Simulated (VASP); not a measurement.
All values below come from PBE GGA with D3 dispersion (Becke-Johnson damping), VASP's PBE PAW potentials (set 64) (plane waves; VASP 6.6.1).

The input files of a VASP run:

File POSCAR:
```
Co
1
    1.2581442383    -2.1791699729     0.0000000000
    1.2581442383     2.1791699729     0.0000000000
    0.0000000000     0.0000000000     4.0631672620
Co
2
Direct
  0.3333330000   0.6666670000   0.2500000000
  0.6666670000   0.3333330000   0.7500000000
```

INCAR:
```
# general
SYSTEM  = Co
PREC    = Accurate
ENCUT   = 520
LREAL   = .False.
LASPH   = .True.

# electronic loop
EDIFF   = 1E-7
NELM    = 100
ALGO    = Normal
LMAXMIX = 4

# smearing
ISMEAR  = 1
SIGMA   = 0.1

# functional
GGA     = PE
IVDW    = 12

# spin
ISPIN   = 2
MAGMOM  = 2*1.6

# ions
IBRION  = 2
NSW     = 30
ISIF    = 4
EDIFFG  = -0.01

# output
LWAVE   = .False.
LCHARG  = .False.
LORBIT  = 10
```

KPOINTS:
```
Automatic mesh
0
Gamma
17 17 9
0 0 0
```

POTCAR, in this order: Co (PBE.64 set). Program: vasp_std.

What will the output report for the number of irreducible k-points (NKPTS), largest plane-wave count, number of space-group operations, FFT grid (NGX, NGY, NGZ)?

- number of irreducible k-points (NKPTS): 165
- largest plane-wave count: 615
- number of space-group operations: 24
- FFT grid (NGX, NGY, NGZ): 20 × 20 × 30

The compound is Co in the hcp structure. This cell is one point of a volume scan, at 1.06 of the reference volume.
